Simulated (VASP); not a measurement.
The system is MgS (Niningerite).

```
S Mg
1.0
     0.00000    2.60165    2.60165
     2.60165    0.00000    2.60165
     2.60165    2.60165    0.00000
S Mg
1 1
Cartesian
  2.6016 2.6016 2.6016
  0.0000 0.0000 0.0000
```

Base run:

- Program: VASP 6.6.1
- Functional: TB-mBJ
- Potentials or basis: VASP PAW PBE potentials, release 64 (S, Mg)
- Cutoff: 520 eV
- k mesh: 8 × 8 × 8
- Occupations: gaussian, width 0.02 eV
- Spin: no spin polarisation

Its results: band gap on the k mesh 4.00 eV, indirect (least direct gap 5.08 eV).

Question: After a change of settings the same cell gave: band gap on the k mesh 3.43 eV, indirect (least direct gap 4.61 eV). Which change was it?
A. functional from TB-mBJ to PBE; further incar settings from ALGO = Normal; EDIFF = 1e-06; NBANDS = 11 to ALGO = Fast; EDIFF = 1e-08
B. functional from TB-mBJ to r2SCAN
C. functional from TB-mBJ to PBE; further incar settings from ALGO = Normal; EDIFF = 1e-06; NBANDS = 11 to ALGO = Fast; EDIFF = 1e-06; NBANDS = 11

Answer: B.

Not every run made on this cell is shown here.
